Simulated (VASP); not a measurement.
# Ir2PdBr2 (I4/mmm) in VASP: notebook

One crystal, Ir2PdBr2, is run at these levels: PBE; tasks: single point.

Program: VASP 6.6.1. These are calculated values, not measurements. Logs are shortened: lines on timing, memory, paths and dates and some standing lists are left out, and cuts for length are marked.

## 1. The structure

The structure is tetragonal, space group I4/mmm (No. 139). The conventional cell has a = 3.972 Å, b = 3.972 Å, c = 12.654 Å, α = 90.00°, β = 90.00°, γ = 90.00°. Br (site symmetry 4mm) has 4 Ir at 2.37 Å as nearest neighbours. Around Ir (site symmetry -4m2) lie 4 Br at 2.37 Å. Around Pd (site symmetry 4/mmm) lie 8 Br at 3.37 Å and 8 Ir at 3.74 Å.

The cell was built by a generator and needn't be a form met in nature.

## 2. Single point, PBE

INCAR reads:

```
SYSTEM = Ir2PdBr2
ALGO = Normal
EDIFF = 1E-6
ENCUT = 520
GGA = PE
ISIF = 2
ISMEAR = 1
LASPH = .TRUE.
LCHARG = .FALSE.
LREAL = .FALSE.
LWAVE = .FALSE.
NBANDS = 29
NELM = 80
PREC = Accurate
SIGMA = 0.0372
```

KPOINTS reads:

```
k-points
0
G
  5 5 5
  0 0 0
```

POSCAR reads:

```
Ir2PdBr2
1.0
    0.0000000000      3.9718565200      0.0000000000
    3.9718565200      0.0000000000      0.0000000000
    1.9859282600      1.9859282600     -6.3271895900
Br Ir Pd
2 2 1
Direct
    0.3523000000      0.3523000000      0.2954000000
    0.6477000000      0.6477000000      0.7046000000
    0.7500000000      0.2500000000      0.5000000000
    0.2500000000      0.7500000000      0.5000000000
    0.0000000000      0.0000000000      0.0000000000
```

Potentials or basis: VASP PAW PBE potentials, release 64 (Br, Ir, Pd).

On the command line:

```sh
$ cat potpaw_PBE.64/Br/POTCAR potpaw_PBE.64/Ir/POTCAR potpaw_PBE.64/Pd/POTCAR > POTCAR
$ mpirun -np 1 vasp_std > vasp.out
```

OUTCAR:

```text
SYSTEM = Ir2PdBr2
   EDIFF = 1E-6
   ENCUT = 520
   GGA = PE
   ISIF = 2
   ISMEAR = 1
   LASPH = .TRUE.
   LREAL = .FALSE.
   NELM = 80
   PREC = Accurate

 ion  position               nearest neighbor table
   1  0.352  0.352  0.295-   3 2.37   4 2.37   4 2.37   3 2.37
   2  0.648  0.648  0.705-   4 2.37   3 2.37   3 2.37   4 2.37
   3  0.750  0.250  0.500-   1 2.37   1 2.37   2 2.37   2 2.37   4 2.81   4 2.81   4 2.81   4 2.81

   4  0.250  0.750  0.500-   1 2.37   1 2.37   2 2.37   2 2.37   3 2.81   3 2.81   3 2.81   3 2.81

   5  0.000  0.000  0.000-

  LATTYP: Found a body centered tetragonal cell.
 ALAT       =     3.9718565200
 C/A-ratio  =     3.1860111553

  Lattice vectors:

 A1 = (  -1.9859282600,   1.9859282600,   6.3271895900)
 A2 = (   1.9859282600,  -1.9859282600,   6.3271895900)
 A3 = (   1.9859282600,   1.9859282600,  -6.3271895900)

Analysis of symmetry for initial positions (statically):
=====================================================================
 Subroutine PRICEL returns:
 Original cell was already a primitive cell.

 Routine SETGRP: Setting up the symmetry group for a
 body centered tetragonal supercell.

 Subroutine GETGRP returns: Found 16 space group operations
 (whereof 16 operations were pure point group operations)
 out of a pool of 16 trial point group operations.

The static configuration has the point symmetry D_4h.

Analysis of symmetry for dynamics (positions and initial velocities):
=====================================================================
 Subroutine PRICEL returns:
 Original cell was already a primitive cell.

 Routine SETGRP: Setting up the symmetry group for a
 body centered tetragonal supercell.

 Subroutine GETGRP returns: Found 16 space group operations
 (whereof 16 operations were pure point group operations)
 out of a pool of 16 trial point group operations.

The dynamic configuration has the point symmetry D_4h.

 Subroutine INISYM returns: Found 16 space group operations
 (whereof 16 operations are pure point group operations),
 and found     1 'primitive' translations

----------------------------------------------------------------------------------------

                                     Primitive cell

  volume of cell :      99.8155

  direct lattice vectors                    reciprocal lattice vectors
     0.000000000  3.971856520  0.000000000     0.000000000  0.251771431  0.079024027
     3.971856520  0.000000000  0.000000000     0.251771431  0.000000000  0.079024027
     1.985928260  1.985928260 -6.327189590     0.000000000  0.000000000 -0.158048054

  length of vectors
     3.971856520  3.971856520  6.922510398     0.263881887  0.263881887  0.158048054

  position of ions in fractional coordinates (direct lattice)
     0.352300000  0.352300000  0.295400000
     0.647700000  0.647700000  0.704600000
     0.750000000  0.250000000  0.500000000
     0.250000000  0.750000000  0.500000000
     0.000000000  0.000000000  0.000000000

  ion indices of the primitive-cell ions
   primitive index   ion index
                 1           1
                 2           2
                 3           3
                 4           4
                 5           5

----------------------------------------------------------------------------------------

 KPOINTS: k-points

Automatic generation of k-mesh.
 Grid dimensions read from file:
 generate k-points for:    5    5    5

 Generating k-lattice:

  Cartesian coordinates                     Fractional coordinates (reciprocal lattice)
     0.000000000  0.050354286  0.015804805     0.200000000  0.000000000  0.000000000
     0.050354286  0.000000000  0.015804805     0.000000000  0.200000000  0.000000000
     0.000000000  0.000000000 -0.031609611     0.000000000  0.000000000  0.200000000

  Length of vectors
     0.052776377  0.052776377  0.031609611

  Shift w.r.t. Gamma in fractional coordinates (k-lattice)
     0.000000000  0.000000000  0.000000000

 Subroutine IBZKPT returns following result:
 ===========================================

 Found     18 irreducible k-points:

 Following reciprocal coordinates:
            Coordinates               Weight
  0.000000  0.000000  0.000000      1.000000
  0.200000  0.000000 -0.000000      8.000000
  0.400000  0.000000 -0.000000      8.000000
  0.200000  0.200000 -0.000000      8.000000
  0.400000  0.200000  0.000000     16.000000
 -0.400000  0.200000  0.000000     16.000000
[... 10 lines left out ...]
  0.000000  0.000000  0.400000      2.000000
 -0.200000  0.000000  0.400000      4.000000
   k-points           NKPTS =     18   k-points in BZ     NKDIM =     18   number of bands    NBANDS=     29
   number of dos      NEDOS =    301   number of ions     NIONS =      5
   total plane-waves  NPLWV =  48600
   dimension x,y,z NGX =    30 NGY =   30 NGZ =   54
   dimension x,y,z NGXF=    60 NGYF=   60 NGZF=  108
   ions per type =               2   2   1
   NGX,Y,Z   is equivalent  to a cutoff of  12.56, 12.56, 12.97 a.u.
   NGXF,Y,Z  is equivalent  to a cutoff of  25.11, 25.11, 25.94 a.u.
 SYSTEM =  Ir2PdBr2
   PREC   = accura    normal or accurate (medium, high low for compatibility)
   ISTART =      0    job   : 0-new  1-cont  2-samecut
   ICHARG =      2    charge: 1-file 2-atom 10-const
   ISPIN  =      1    spin polarized calculation?
   LNONCOLLINEAR =      F non collinear calculations
   LSORBIT =      F    spin-orbit coupling
   LASPH  =      T    aspherical Exc in radial PAW
   ENCUT  =  520.0 eV  38.22 Ry    6.18 a.u.   7.39  7.39 12.87*2*pi/ulx,y,z
   NELM   =     80;   NELMIN=  2; NELMDL= -5     # of ELM steps
   EDIFF  = 0.1E-05   stopping-criterion for ELM
   LREAL  =      F    real-space projection
   EDIFFG = 0.1E-04   stopping-criterion for IOM
   NSW    =      0    number of steps for IOM
   IBRION =     -1    ionic relax: 0-MD 1-quasi-New 2-CG
   NFREE  =      0    steps in history (QN), initial steepest desc. (CG)
   ISIF   =      2    stress and relaxation
   ISYM   =      2    0-nonsym 1-usesym 2-fastsym
   POTIM  = 0.5000    time-step for ionic-motion
   TEBEG  =    0.0;   TEEND  =   0.0 temperature during run
   PSTRESS=    0.0 pullay stress
   NELECT =      42.0000    total number of electrons
   NUPDOWN=      -1.0000    fix difference up-down
   EMIN   =  10.00;   EMAX   =-10.00  energy-range for DOS
   EFERMI =   0.00;   METHOD = LEGACY
   ISMEAR =     1;   SIGMA  =   0.04  broadening in eV -4-tet -1-fermi 0-gaus
   EFERMI_NEDOS =   21; number of points for ismear=-14 and -15
   IALGO  =     38    algorithm
   IMIX   =      4    mixing-type and parameters
     AMIX     =   0.40;   BMIX     =  1.00
     AMIX_MAG =   1.60;   BMIX_MAG =  1.00
  volume/ion in A,a.u.               =      19.96       134.72
  Fermi-wavevector in a.u.,A,eV,Ry     =   1.226757  2.318235 20.475859  1.504933
  Thomas-Fermi vector in A             =   2.361746
   LORBIT       =      0    0 simple, 1 ext, 2 COOP (PROOUT), +10 PAW based schemes
   GGA     = PE    functional components
   LHFCALC =     F    Hartree Fock is set to
   AEXX    =    0.0000 exact exchange contribution
   IVDW    =     0    specifies the selected vdW correction
   LEPSILON=     F    determine dielectric tensor
   LRPA    =     F    only Hartree local field effects (RPA)
 non-spin polarized calculation
 Methfessel and Paxton  Order N= 1 SIGMA  =   0.04
  energy-cutoff  :      520.00
  volume of cell :       99.82
 maximum number of plane-waves:      2735
 NGX is ok and might be reduce to    30
   NGX = 15   NGY = 15   NGZ = 25

 number of electron      41.9999997 magnetization

 Free energy of the ion-electron system (eV)
  ---------------------------------------------------
  ext. energy  EPLUGINS =         0.00000000
  ---------------------------------------------------
  free energy    TOTEN  =       -18.17935594 eV

  energy without entropy =      -18.17789082  energy(sigma->0) =      -18.17886757

 E-fermi :   6.7328     XC(G=0): -10.9539

 val. band max:        6.7168507914   @ k =   0.4000   0.0000   0.2000
 cond. band min:       6.7359989171   @ k =  -0.4000   0.2000   0.0000
 fundamental gap:      0.0191481257
 Fermi energy:         6.7327998511

 k-point     1 :       0.0000    0.0000    0.0000
  band No.  band energies     occupation
      1     -12.7062      2.00000
      2     -12.0218      2.00000
      3      -2.4958      2.00000
      4      -1.7173      2.00000
      5      -1.7173      2.00000
      6      -1.6734      2.00000
[... 21 lines left out ...]
     28      12.0577      0.00000
     29      13.1582      0.00000

 k-point     2 :       0.2000    0.0000   -0.0000
  band No.  band energies     occupation
      1     -12.5580      2.00000
      2     -12.0040      2.00000
      3      -2.3884      2.00000
      4      -1.6872      2.00000
      5      -1.6655      2.00000
      6      -1.3955      2.00000
[... 21 lines left out ...]
     28      12.2107      0.00000
     29      13.4713      0.00000

 k-point     3 :       0.4000    0.0000   -0.0000
  band No.  band energies     occupation
      1     -12.2506      2.00000
      2     -12.0342      2.00000
      3      -2.2477      2.00000
      4      -1.6467      2.00000
      5      -1.4213      2.00000
      6      -1.1738      2.00000
[... 21 lines left out ...]
     28      12.6847      0.00000
     29      13.2111      0.00000

 k-point     4 :       0.2000    0.2000   -0.0000
  band No.  band energies     occupation
      1     -12.4178      2.00000
      2     -11.9859      2.00000
      3      -2.5824      2.00000
      4      -1.5221      2.00000
      5      -1.3645      2.00000
      6      -1.3161      2.00000
[... 21 lines left out ...]
     28      12.3148      0.00000
     29      12.4865      0.00000

 k-point     5 :       0.4000    0.2000    0.0000
  band No.  band energies     occupation
      1     -12.1437      2.00000
      2     -11.9937      2.00000
      3      -2.6316      2.00000
      4      -2.1593      2.00000
      5      -1.0863      2.00000
      6      -0.9514      2.00000
[... 21 lines left out ...]
     28      12.1188      0.00000
     29      12.9893      0.00000
[... 318 lines left out ...]
     28      11.8766      0.00000
     29      12.8276      0.00000

 k-point    16 :      -0.2000   -0.2000    0.2000
  band No.  band energies     occupation
      1     -12.3883      2.00000
      2     -12.0192      2.00000
      3      -2.5300      2.00000
      4      -1.5387      2.00000
      5      -1.3517      2.00000
      6      -1.3333      2.00000
[... 21 lines left out ...]
     28      12.3817      0.00000
     29      12.6938      0.00000

 k-point    17 :       0.0000    0.0000    0.4000
  band No.  band energies     occupation
      1     -12.6595      2.00000
      2     -12.0780      2.00000
      3      -2.2298      2.00000
      4      -1.9705      2.00000
      5      -1.7051      2.00000
      6      -1.7051      2.00000
[... 21 lines left out ...]
     28      12.1159      0.00000
     29      12.1159      0.00000

 k-point    18 :      -0.2000    0.0000    0.4000
  band No.  band energies     occupation
      1     -12.5110      2.00000
      2     -12.0584      2.00000
      3      -2.2162      2.00000
      4      -1.8401      2.00000
      5      -1.6462      2.00000
      6      -1.3487      2.00000
[... 21 lines left out ...]
     28      12.1095      0.00000
     29      13.1217      0.00000

------------------------ aborting loop because EDIFF is reached ----------------------------------------

  FORCE on cell =-STRESS in cart. coord.  units (eV):
  Direction    XX          YY          ZZ          XY          YZ          ZX
  --------------------------------------------------------------------------------------
  -------------------------------------------------------------------------------------
  Total       12.2138158     12.2138158     12.6014542      0.0000000      0.0000000     -0.0000000
  in kB      196.0487129    196.0487129    202.2708479      0.0000000      0.0000000     -0.0000000
  external PRESSURE =     198.1227579 kB  Pullay stress =       0.0000000 kB

 VOLUME and BASIS-vectors are now :
 -----------------------------------------------------------------------------
  energy-cutoff  :      520.00
  volume of cell :       99.82
      direct lattice vectors                 reciprocal lattice vectors
     0.000000000  3.971856520  0.000000000     0.000000000  0.251771431  0.079024027
     3.971856520  0.000000000  0.000000000     0.251771431  0.000000000  0.079024027
     1.985928260  1.985928260 -6.327189590     0.000000000  0.000000000 -0.158048054

 POSITION                                       TOTAL-FORCE (eV/Angst)
 -----------------------------------------------------------------------------------
      1.98593      1.98593     -1.86905         0.000000      0.000000      6.010304
      3.97186      3.97186     -4.45814        -0.000000     -0.000000     -6.010304
      1.98593      3.97186     -3.16359         0.000000      0.000000     -0.000000
      3.97186      1.98593     -3.16359        -0.000000     -0.000000      0.000000
      0.00000      0.00000      0.00000         0.000000     -0.000000      0.000000
 -----------------------------------------------------------------------------------
    total drift:                                0.000000     -0.000000     -0.000000

  FREE ENERGIE OF THE ION-ELECTRON SYSTEM (eV)
  ---------------------------------------------------
  free  energy   TOTEN  =       -18.1793559417 eV

  energy  without entropy=      -18.1778908167  energy(sigma->0) =      -18.17886757
```

Wall time 61 s (1 thread of Intel Xeon Platinum 8259CL at 2.50GHz (Skylake/Cascade Lake), shared host); peak memory 0.23 GiB.

Results:

| Item | Value |
| --- | --- |
| Free energy | -18.1794 eV |
| Pressure | 19.8 GPa |
| Largest force | 6.010 eV/Å |
| Band gap on the k mesh | none (metal or under the smearing width) |

Forces on the atoms (eV/Å):
```
Br   0.000  0.000  6.010
Br   0.000  0.000 -6.010
Ir   0.000  0.000  0.000
Ir   0.000  0.000  0.000
Pd   0.000  0.000  0.000
```

Caveat: so large a pressure means that the cell lies far from this level's equilibrium, or that cutoff or potentials fall short; forces of over 1 eV/Å show positions far from the minimum, so gaps and moduli don't describe the material at rest. Spin-orbit coupling is left out, which matters for the levels of Ir.

## 3. Single point, PBE

INCAR reads:

```
SYSTEM = Ir2PdBr2
PREC = Accurate
ENCUT = 520
EDIFF = 1E-7
ISMEAR = 1
SIGMA = 0.0372
LREAL = .FALSE.
LASPH = .TRUE.
NELM = 80
ALGO = Normal
ISIF = 2
LWAVE = .FALSE.
LCHARG = .TRUE.
GGA = PE
LELF = .TRUE.
LVHAR = .TRUE.
NBANDS = 29
```

KPOINTS reads:

```
Automatic mesh
0
G
  5 5 5
  0 0 0
```

POSCAR is that of step 2.

Potentials or basis: VASP PAW PBE potentials, release 64 (Br, Ir, Pd).

On the command line:

```sh
$ cat potpaw_PBE.64/Br/POTCAR potpaw_PBE.64/Ir/POTCAR potpaw_PBE.64/Pd/POTCAR > POTCAR
$ mpirun -np 1 vasp_std > vasp.out
```

Wall time 65 s (1 thread of Intel Xeon Platinum 8259CL at 2.50GHz (Skylake/Cascade Lake), shared host); peak memory 0.23 GiB.

It converged, with:

| Property | Result |
| --- | --- |
| Free energy | -18.1794 eV |
| Pressure | 19.8 GPa |
| Largest force | 6.010 eV/Å |
| Band gap on the k mesh | none (metal or under the smearing width) |

Forces on the atoms (eV/Å):
```
Br   0.000  0.000  6.010
Br   0.000  0.000 -6.010
Ir   0.000  0.000  0.000
Ir   0.000  0.000  0.000
Pd   0.000  0.000  0.000
```

Stress tensor (GPa, compression positive):
```
19.60  0.00  0.00
 0.00 19.60  0.00
 0.00  0.00 20.23
```

Levels at points of the mesh, in eV from the Fermi level:
```csv
k point,band 18,band 19,band 20,band 21,band 22,band 23,band 24,band 25
"(0.00, 0.00, 0.00)",-0.92,-0.53,-0.49,-0.49,0.37,0.51,0.51,2.92
```

Caveat: so large a pressure means that the cell lies far from this level's equilibrium, or that cutoff or potentials fall short; forces of over 1 eV/Å show positions far from the minimum, so gaps and moduli don't describe the material at rest. The run has no spin-orbit coupling, so splittings on Ir are missing.

(Part 1 of 2 ends here.)
